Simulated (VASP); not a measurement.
Consider the following.

```
HfS2
1.0
    1.82586    -3.16249     0.00000
    1.82586     3.16249     0.00000
    0.00000     0.00000     6.92126
Hf S
1 2
Cartesian
  0.00000   0.00000   0.00000
  1.82586   1.05416   1.43957
  1.82586  -1.05416   5.48169
```

All values below come from PW91 GGA, VASP's PBE PAW potentials (set 64) (plane waves; VASP). Settings: 520 eV cut-off, 8×8×4 Γ-centred mesh, tetrahedra with Blöchl corrections, potentials Hf_pv S.

The cores are frozen, which limits the accuracy of field gradients. Without a dispersion term in the relaxation, distances and binding between the weakly bound layers, chains or molecules are unreliable, and so is what depends on them.

Problem. Give the principal components of the electric field gradient (V/Å²) and the asymmetry η at each nucleus.

Solution. 
| atom | Vxx | Vyy | Vzz | η |
|---|---|---|---|---|
| Hf1 | 9.8 | 9.8 | -19.6 | 0.00 |
| S2 | 3.3 | 3.3 | -6.5 | 0.00 |
| S3 | 3.3 | 3.3 | -6.5 | 0.00 |

The compound is HfS2 in the 1T layered structure. It was relaxed first, which changed the volume by +20 %.
